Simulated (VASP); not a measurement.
An input for Ansatz (written as the equivalent of a VASP run, and not itself run):

Ansatz 0.2 input:
```yaml
crystal:
  lattice:
    - [4.2352250, 0.0000000, 0.0000000]
    - [-2.1176120, 3.6678120, 0.0000000]
    - [0.0000000, 0.0000000, 5.1893130]
  atoms:
    - { symbol: Si, position: [0.3333330, 0.6666670, 0.2500000] }
    - { symbol: Si, position: [0.6666670, 0.3333330, 0.7500000] }
    - { symbol: Nb, position: [0.0000000, 0.0000000, 0.0000000] }
    - { symbol: Nb, position: [0.0000000, 0.0000000, 0.5000000] }
    - { symbol: Nb, position: [0.3333330, 0.6666670, 0.7500000] }
    - { symbol: Nb, position: [0.6666670, 0.3333330, 0.2500000] }
kpoints:
  mp_grid: { grid: [6, 6, 5] }
hamiltonian:
  xc: pbe
  pseudopotentials: { kind: paw }
magnetization: { noncollinear: true, spin_orbit: true }
scf:
  occupations: { method: gaussian, width: 0.272 }
  max_iter: 100
output: { forces: true, stress: true, eigenvalues: true }
```

Problem. Write the VASP files for the same calculation (PBE+SOC).

Solution. One answer among several that fit: 
### INCAR
```
! general
SYSTEM        = Nb2Si
PREC          = Accurate
ENCUT         = 300
LREAL         = .FALSE.
LASPH         = .TRUE.   ! aspherical one-centre terms

! electronic loop
EDIFF         = 1E-6   ! SCF stop (eV)
NELM          = 100
ALGO          = Normal
LMAXMIX       = 4   ! l cut-off of mixed one-centre charges

! smearing
ISMEAR        = 0   ! Gaussian
SIGMA         = 0.272   ! width (eV)

! functional
GGA           = PE   ! PBE
GGA_COMPAT    = .FALSE.

! spin
MAGMOM        = 0.0 0.0 0.0 0.0 0.0 0.0 0.0 0.0 0.0 0.0 0.0 0.0 0.0 0.0 0.0 0.0 0.0 0.0
LSORBIT       = .TRUE.
LNONCOLLINEAR = .TRUE.

! ions
ISIF          = 2

! output
LWAVE         = .FALSE.
LCHARG        = .FALSE.
LORBIT        = 11   ! lm-projected
```

**POSCAR**
```
Nb2Si
4.2352250
  1.0000000000   0.0000000000   0.0000000000
 -0.4999998819   0.8660252997   0.0000000000
  0.0000000000   0.0000000000   1.2252744541
Si Nb
2 4
Direct
  0.3333330000   0.6666670000   0.2500000000
  0.6666670000   0.3333330000   0.7500000000
  0.0000000000   0.0000000000   0.0000000000
  0.0000000000   0.0000000000   0.5000000000
  0.3333330000   0.6666670000   0.7500000000
  0.6666670000   0.3333330000   0.2500000000
```

KPOINTS:
```
Automatic mesh
0
Gamma
6 6 5
0 0 0
```

POTCAR, in this order: Si Nb_sv (PBE.64 set). Program: vasp_ncl.

What does not carry over: each code has its own PAW files, so the cut-off isn't converted (ENCUT is set for VASP's; basis.ecutwfc is left out, and Ansatz then takes the one that its files recommend); Ansatz stops its SCF on the density residual and VASP on the energy change (EDIFF).

The structure was generated: Nb2Si was put into an ordered model structure, which need not be its known phase. The cell was not relaxed at this level. The run is one of a series of settings (GGA_COMPAT = .FALSE., LNONCOLLINEAR = .TRUE., LSORBIT = .TRUE., MAGMOM = 0.0 0.0 0.0 0.0 0.0 0.0 0.0 0.0 0.0 0.0 0.0 0.0 0.0 0.0 0.0 0.0 0.0 0.0, program vasp_ncl against the base run), some of them coarse on purpose.
